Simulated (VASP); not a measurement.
Data:

```xyz
2
Lattice="0.0000 3.1265 3.1265 3.1265 0.0000 3.1265 3.1265 3.1265 0.0000" Properties=species:S:1:pos:R:3 pbc="T T T"
Na     0.0000     0.0000     0.0000
I      3.1265     3.1265     3.1265
```

Calculation: LDA (Ceperley-Alder, Perdew-Zunger), VASP's LDA PAW potentials (set 64) (plane waves; VASP). Run with 400 eV cut-off, 7×7×7 Γ-centred mesh, Gaussian smearing of 0.010 eV, potentials Na_pv I.

Q: Give the electronic dielectric tensor ε∞ (DFPT, local fields included).

A: 
```
3.64  0.00  0.00
0.00  3.64  0.00
0.00  0.00  3.64
```

Q: Give the Born effective charges.

A: 
```tsv
atom	Z*xx	Z*yy	Z*zz	mean
Na1	1.16	1.16	1.16	1.16
I2	-1.16	-1.16	-1.16	-1.16
```

The compound is NaI in the rock salt structure. It was relaxed first, which changed the volume by -10 %.
